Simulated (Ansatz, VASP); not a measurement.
## SrMg: VASP beside Ansatz

Contents of INCAR:

```
PREC = Accurate
ENCUT = 520
EDIFF = 1E-6
ISMEAR = -1
SIGMA = 0.1
LREAL = F
LASPH = T
NELM = 100
ALGO = Normal
ISIF = 2
LWAVE = F
LCHARG = T
GGA = CA
LELF = T
LVHAR = T
NBANDS = 13
```

KPOINTS

```
Automatic mesh
0
Gamma
  10 10 10
```

File POSCAR:

```
SrMg
1.0
    4.0620962327      0.0000000000      0.0000000000
    0.0000000000      4.0620962327      0.0000000000
    0.0000000000      0.0000000000      4.0620962327
Sr Mg
1 1
Direct
    0.5000000000      0.5000000000      0.5000000000
    0.0000000000      0.0000000000      0.0000000000
```

Input for Ansatz:

```yaml
crystal:
  lattice:
    - [4.06209623268, 0.0, 0.0]
    - [0.0, 4.06209623268, 0.0]
    - [0.0, 0.0, 4.06209623268]
  atoms:
    - { symbol: Sr, position: [0.5, 0.5, 0.5] }
    - { symbol: Mg, position: [0.0, 0.0, 0.0] }
kpoints:
  mp_grid: { grid: [10, 10, 10] }
scf:
  occupations: { method: fermi_dirac, width: 0.1 }
hamiltonian:
  xc: lda
  pseudopotentials: { kind: all_electron, lapw: { basis_error: 0.001 } }
output:
  forces: true
  stress: true
  eigenvalues: true
  eigenstates:
    nscf_kmesh: { grid: [16, 16, 16] }
    de_dk: true
    e_range: [-14, 14]
  optics:
    e_range: [0, 20]
    de: 0.2
    sigma: 0.15
    bands: { spectra_wanted_up_to: 20 }
    nscf_kmesh: { grid: [16, 16, 16] }
    drude_damping: 0.03
checkpoint:
  write: ck
  write_wavefunctions: false
```

Alike in both runs: task single point; functional LDA; k mesh 10 × 10 × 10; occupations fermi-dirac, width 0.1 eV; no spin polarisation.

|  | VASP | Ansatz |
| --- | --- | --- |
| version | VASP 6.6.1 | Ansatz 0.2.0 |
| potentials or method | VASP PAW LDA potentials, release 64 (Sr_sv, Mg) | all-electron LAPW, scalar-relativistic |
| plane-wave cutoff (eV) | 520 | see its input |

```tsv
	VASP	Ansatz	Ansatz less VASP
pressure (GPa)	-0.2	0.0	+0.18
```

Ansatz ran all-electron here, so the differences hold the error of VASP's frozen core and of both bases. Ansatz warned: «optics_on_partly_filled_bands».
